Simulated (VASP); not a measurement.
PbSe (rock salt): the formation energy from VASP (plane waves, PAW) at several levels of theory. The references are the elements' solids at the same level; no temperature or zero-point terms are added.    Without a dispersion term in the relaxation, distances and binding between the weakly bound layers, chains or molecules are unreliable, and so is what depends on them. Spin-orbit coupling is left out, which shifts such energies by up to tenths of an eV for the heavy elements here.

```json
[
 {"level": "LDA", "formation energy (eV/atom)": "-0.522"},
 {"level": "PBE", "formation energy (eV/atom)": "-0.565"},
 {"level": "PBEsol", "formation energy (eV/atom)": "-0.532"}
]
```

The cell of the LDA run:

PbSe has the cubic space group Fm-3m (No. 225), the rock salt structure, Pearson symbol cF8. Lattice parameters: a = b = c = 6.0429 Å, α = β = γ = 90.00°. Pb on 4a sees 6 Se at 3.021 Å (octahedral). Se on 4b sees 6 Pb at 3.021 Å (octahedral). (Neighbours: up to the widest gap in distance over summed covalent radii, below 1.35, at either atom; cation-cation and far metal-metal contacts left out.)
(The calculation used a cell of 2 atoms; values per cell refer to that cell.)

Only levels that ran to the end are used. Left out are those held back, those with too coarse a band path, GW runs whose mesh misses a band edge, hybrids' fits of cells that aren't cubic and levels without matching references; a question may draw on a part of the rest.
